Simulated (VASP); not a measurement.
Crystal: TiBrF3.

```
Ti Br F
1.0
     4.07061    0.00000    0.00000
     0.00000    4.07061    0.00000
     0.00000    0.00000    4.07061
Ti Br F
1 1 3
Direct
  0.50000 0.50000 0.50000
  0.00000 0.00000 0.00000
  0.50000 0.00000 0.00000
  0.00000 0.50000 0.00000
  0.00000 0.00000 0.50000
```

The cell was built by a generator and needn't be a form met in nature.

```yaml
Program: VASP 6.6.1
Task: relaxation of cell and atoms
Functional: PBE
Potentials_or_basis: VASP PAW PBE potentials, release 64 (Ti_sv, Br, F)
Cutoff: 520 eV
k_mesh: 4 × 4 × 4
Occupations: gaussian, width 0.15 eV
Spin: no spin polarisation
```

At the start: pressure 37.0 GPa; volume 13.49 Å³/atom.

Question: Where does the relaxation end?

Answer: Over 4 steps the energy falls by 436.8 meV/atom and the volume is 18.31 Å³/atom (+35.7 %); space group Pm-3m (No. 221, to 0.05 Å).

The path:
```tsv
step	energy change (eV)	largest force (eV/Å)	pressure (GPa)	volume (Å³)
1	0.0000	0.0000	37.00	67.45
2	-1.7732	0.0000	-8.29	102.66
3	-2.0815	0.0000	1.43	89.93
4	-2.1841	0.0000	-0.37	91.54
```

Final structure:
```xyz
5
Lattice="4.5067 0.0000 0.0000 0.0000 4.5067 0.0000 0.0000 0.0000 4.5067" Properties=species:S:1:pos:R:3 pbc="T T T"
Ti    2.2534    2.2534    2.2534
Br    0.0000    0.0000    0.0000
F     2.2534    0.0000    0.0000
F     0.0000    2.2534    0.0000
F     0.0000    0.0000    2.2534
```

Caveat: the k mesh is coarse (spacing up to 0.39 Å⁻¹), so the values aren't converged; the volume moved by over 15 % at a fixed basis, so the end points are rough; the relaxation stopped at a loose force limit of 0.08 eV/Å, so its end isn't a converged minimum.
